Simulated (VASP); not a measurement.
Given:

```yaml
crystal:
  lattice:
    - [3.02074, 0.00000, 0.00000]
    - [0.00000, 3.02074, 0.00000]
    - [0.00000, 0.00000, 3.02074]
  atoms:
    - { symbol: Al, position: [0.50000, 0.50000, 0.50000] }
    - { symbol: Ru, position: [0.00000, 0.00000, 0.00000] }
```

All values below come from RPBE GGA, VASP's PBE PAW potentials (set 64) (plane waves; VASP). Run with 520 eV cut-off, 12×12×12 Γ-centred mesh, first-order Methfessel-Paxton smearing of 0.10 eV, potentials Al Ru_pv.

Task: The job: RuAl (CsCl type), 2 atoms, RPBE, static run, 520 eV, 12×12×12 Γ-centred mesh. Roughly how much core time does it take on a busy server core?

Result: About 10 core-seconds (one run on a shared machine, a rough figure). It had 84 irreducible k-points, 12 bands, up to 768 plane waves and 13 electronic steps.

The compound is RuAl in the CsCl type structure. It was relaxed first. The electron count is odd and the run is not spin-polarised, which forces a metal.
